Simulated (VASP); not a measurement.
Energy against volume of NiSi2 (fluorite). Computed with MS2 meta-GGA, VASP's PBE PAW potentials (set 64) (plane waves; VASP 6.6.1). Numerical set-up: 520 eV cut-off, 10×10×10 Γ-centred mesh, first-order Methfessel-Paxton smearing of 0.10 eV, potentials Si Ni.

| V (Å³/atom) | E (eV/atom) |
|---|---|
| 12.674 | -9.27323 |
| 13.066 | -9.27899 |
| 13.458 | -9.27240 |
| 13.850 | -9.25583 |

Problem. Fit these four points and predict the energy of the run at 12.282 Å³/atom.

Solution. A cubic in V^(−2/3), the third-order Birch-Murnaghan form, passes through the four points with V0 = 13.04 Å³/atom and B0 = 170 GPa, and gives -9.2522 eV/atom there. The run gave -9.2536 eV/atom, -1.4 meV/atom from the fit; all five points give B0 = 165 GPa.

The compound is NiSi2 in the fluorite structure. It was relaxed first. The run is not spin-polarised, so no magnetic state was tried.
